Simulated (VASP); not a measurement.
# AlN: input slips in a band-gap run and what they do, part 2 of 2

Aim: see how common mistakes in a band-structure run show up, on AlN. The starting structure is a measured crystal structure from the Crystallography Open Database. Cell and atoms stay as given unless a step says otherwise.

VASP 6.6.1.

Results so far: reference 4.186 eV; a wide metal-type smearing 4.199 eV.

## 5. Bands with no empty bands (continued)

Level of this step: LDA; plane waves and PAW (Al, N) (VASP).

From OUTCAR (step 5):

```text
  Total       -1.0020237     -1.0020237     -1.4138011      0.0000000      0.0000000      0.0000000
  in kB      -38.4771637    -38.4771637    -54.2891870      0.0000000      0.0000000      0.0000000
  external PRESSURE =     -43.7478381 kB  Pullay stress =       0.0000000 kB

 POSITION                                       TOTAL-FORCE (eV/Angst)
 -----------------------------------------------------------------------------------
      1.55550      0.89807      2.48900        -0.000000      0.000000      0.186506
     -0.00000      1.79614      0.00000         0.000000      0.000000      0.186506
      1.55550      0.89807      4.40553         0.000000      0.000000     -0.186506
     -0.00000      1.79614      1.91653        -0.000000      0.000000     -0.186506
 -----------------------------------------------------------------------------------
    total drift:                               -0.000000      0.000000      0.000154

  FREE ENERGIE OF THE ION-ELECTRON SYSTEM (eV)
  ---------------------------------------------------
  free  energy   TOTEN  =       -32.8334142544 eV

  energy  without entropy=      -32.8334142544  energy(sigma->0) =      -32.83341425

[... 1 part as in an earlier step ...]

[... 2 further parts left out ...]
[key lines of the parts left out:]
E-fermi :   6.1023
```

The run converges, yet it holds no empty band, so no gap can be read from it.

## 6. Bands with a cutoff far too low

A slip made on purpose: a cutoff far too low. Against step 2 the input has ENCUT = 180 (also changed: NELM).

Contents of INCAR:

```
SYSTEM = AlN
PREC = Accurate
ENCUT = 180
EDIFF = 1E-06
NELM = 60
ISMEAR = 0
SIGMA = 0.03
LREAL = .FALSE.
ALGO = Normal
GGA = CA
NBANDS = 22
LORBIT = 11
LWAVE = .FALSE.
LCHARG = .FALSE.
KPAR = 4
```

Contents of POSCAR:

```
AlN
1.0
    3.1110000000      0.0000000000      0.0000000000
   -1.5555000000      2.6942050312      0.0000000000
    0.0000000000      0.0000000000      4.9780000000
Al N
2 2
Direct
    0.6666666667      0.3333333333      0.5000000000
    0.3333333333      0.6666666667      0.0000000000
    0.6666666667      0.3333333333      0.8850000000
    0.3333333333      0.6666666667      0.3850000000
```

Contents of KPOINTS:

```
Automatic mesh
0
Gamma
8 8 4
0 0 0
```

Contents of KPOINTS_OPT:

```
Line mode
10
Line-mode
Reciprocal
  0.00000000   0.00000000   0.00000000 GAMMA
  0.50000000   0.00000000   0.00000000 M

  0.50000000   0.00000000   0.00000000 M
  0.33333333   0.33333333   0.00000000 K

  0.33333333   0.33333333   0.00000000 K
  0.00000000   0.00000000   0.00000000 GAMMA

  0.00000000   0.00000000   0.00000000 GAMMA
  0.00000000   0.00000000   0.50000000 A

  0.00000000   0.00000000   0.50000000 A
  0.50000000   0.00000000   0.50000000 L

  0.50000000   0.00000000   0.50000000 L
  0.33333333   0.33333333   0.50000000 H

  0.33333333   0.33333333   0.50000000 H
  0.00000000   0.00000000   0.50000000 A

  0.50000000   0.00000000   0.50000000 L
  0.50000000   0.00000000   0.00000000 M

  0.33333333   0.33333333   0.00000000 K
  0.33333333   0.33333333   0.50000000 H
```

Potentials, in the order of the species: Al and N (LDA family, release 64).

Run with:

```bash
$ mpirun -np 4 vasp_std
```

The program printed:

```text
[... set-up lines as in an earlier step ...]
 entering main loop
       N       E                     dE             d eps       ncg     rms          rms(c)
DAV:   1    -0.413819454605E+00   -0.41382E+00   -0.33550E+03  1450   0.276E+02
DAV:   2    -0.336379812026E+02   -0.33224E+02   -0.31893E+02  1692   0.897E+01
DAV:   3    -0.343634663031E+02   -0.72549E+00   -0.72330E+00  1614   0.118E+01
DAV:   4    -0.343647061651E+02   -0.12399E-02   -0.12398E-02  1518   0.561E-01
[...]
DAV:  10    -0.323715894882E+02    0.37509E-04   -0.40053E-05  1542   0.321E-02    0.338E-02
DAV:  11    -0.323715863957E+02    0.30925E-05   -0.36974E-06  1596   0.960E-03    0.532E-03
DAV:  12    -0.323715868211E+02   -0.42539E-06   -0.57824E-08   810   0.117E-03
   1 F= -.32371587E+02 E0= -.32371587E+02  d E =-.133884E-12
 Start KPOINTS_OPT (optional k-point list driver)
k-point batch [1-30\90]
       N       E                     dE             ncg
DAV:   1     0.126923367672E+04   -0.65109E+04     1422
DAV:   2     0.306454511090E+03   -0.96278E+03     1664
DAV:   3     0.284739176217E+03   -0.21715E+02     1584
DAV:   4     0.284702167280E+03   -0.37009E-01     1506
DAV:   5     0.284702048695E+03   -0.11858E-03     1596
DAV:   6     0.284702048078E+03   -0.61759E-06     1270
[...]
k-point batch [61-90\90]
       N       E                     dE             ncg
DAV:   1     0.117111842966E+04   -0.93990E+04     1460
DAV:   2     0.236468444190E+03   -0.93465E+03     1696
DAV:   3     0.216961161233E+03   -0.19507E+02     1638
DAV:   4     0.216929955703E+03   -0.31206E-01     1518
DAV:   5     0.216929865829E+03   -0.89874E-04     1632
DAV:   6     0.216929865433E+03   -0.39588E-06     1274
```

Run time: 6 s. Hardware: 4 MPI ranks of AMD EPYC 7R43, shared host; peak memory 0.34 GiB.

OUTCAR, selected parts (step 6):

```text
  Total      -26.7433706    -26.7433706    -27.0561568      0.0000000      0.0000000     -0.0000000
  in kB    -1026.9307972  -1026.9307972  -1038.9416182      0.0000000      0.0000000     -0.0000000
  external PRESSURE =   -1030.9344042 kB  Pullay stress =       0.0000000 kB

 POSITION                                       TOTAL-FORCE (eV/Angst)
 -----------------------------------------------------------------------------------
      1.55550      0.89807      2.48900        -0.000000      0.000000      0.189913
     -0.00000      1.79614      0.00000         0.000000     -0.000000      0.189913
      1.55550      0.89807      4.40553        -0.000000     -0.000000     -0.189913
     -0.00000      1.79614      1.91653         0.000000      0.000000     -0.189913
 -----------------------------------------------------------------------------------
    total drift:                               -0.000000     -0.000000      0.000399

  FREE ENERGIE OF THE ION-ELECTRON SYSTEM (eV)
  ---------------------------------------------------
  free  energy   TOTEN  =       -32.3715868211 eV

  energy  without entropy=      -32.3715868211  energy(sigma->0) =      -32.37158682

[... 1 part as in an earlier step ...]

[... 2 further parts left out ...]
[key lines of the parts left out:]
E-fermi :   6.1904
```

With a cutoff far too low the gap is 3.384 eV, -0.803 eV from the reference.

## 7. Comparison

```csv
run,ended,gap (eV),change (eV),core minutes
reference,converged,4.186,-,1.6
a wide metal-type smearing,converged,4.199,0.013,1.8
a fixed density without a density file,stopped by VASP,-,-,0.293
no empty bands,converged,-,-,0.28
a cutoff far too low,converged,3.384,-0.803,0.4
```

Core minutes are wall time times ranks of the run shown, on a shared host.

## 8. Summary of results

```yaml
reference_gap: 4.186 eV
gap_with_a_wide_metal_type_smearing: 4.199 eV
gap_with_a_cutoff_far_too_low: 3.384 eV
run_with_a_fixed_density_without_a_density_file: stopped by VASP
run_with_no_empty_bands: converged
```

VASP stopped by itself in the run with a fixed density without a density file. The run without empty bands converged, and still can't show a gap. Finished, but with signs in the output that stand out against the reference: a wide metal-type smearing, with the gap changed by +0.01 eV (signs: a large entropy term in the energy); a cutoff far too low, with the gap changed by -0.80 eV (signs: a stress of up to 103.9 GPa). Further runs on this material are not shown.

[Lines on the potential files, build, host, timing and source positions are cut from VASP's logs without a mark.]

[Logs are printed without paths, hosts, clocks, repeated set-up lines and the standing remarks that a program may print on its own settings, such as how far it seeks lower states.]

[Hosts, paths, dates, database ids (printed as entryN), source tags and the programs' standing remarks are cut or masked in the printed files.]
